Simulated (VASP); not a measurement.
AlP (space group F-43m): the band gap from VASP (plane waves, PAW) at several levels of theory. Gaps are without spin-orbit coupling. Each level names its cell: its own relaxed one, PBE's, or the starting one. A gap is the smallest over the k-mesh and a band path; hybrids may have named points in place of the path, and GW has the mesh alone. mBJ is a potential without an energy functional, so only the levels count. The mesh is coarse and the basis finite, so the quasiparticle values are not converged.

```csv
level,band gap (eV)
mBJ (TB09) (PBE cell),2.45
G0W0@PBE (starting cell),2.26
```

The cell of the mBJ (TB09) (PBE cell) run:

Space group F-43m (No. 216); a = 5.5056 Å, b = 5.5056 Å, c = 5.5056 Å, α = 90.00°, β = 90.00°, γ = 90.00°

```csv
atom,site,symmetry,x,y,z
Al,4a,-43m,0.0000,0.0000,0.0000
P,4c,-43m,0.2500,0.2500,0.2500
```
(The calculation used a cell of 2 atoms; values per cell refer to that cell.)

Only levels that ran to the end are used. Left out are those held back, those with too coarse a band path, GW runs whose mesh misses a band edge, hybrids' fits of cells that aren't cubic and levels without matching references; a question may draw on a part of the rest.

The structure comes from a computed database's AlP entry (F-43m); how it stands against other phases isn't given here.
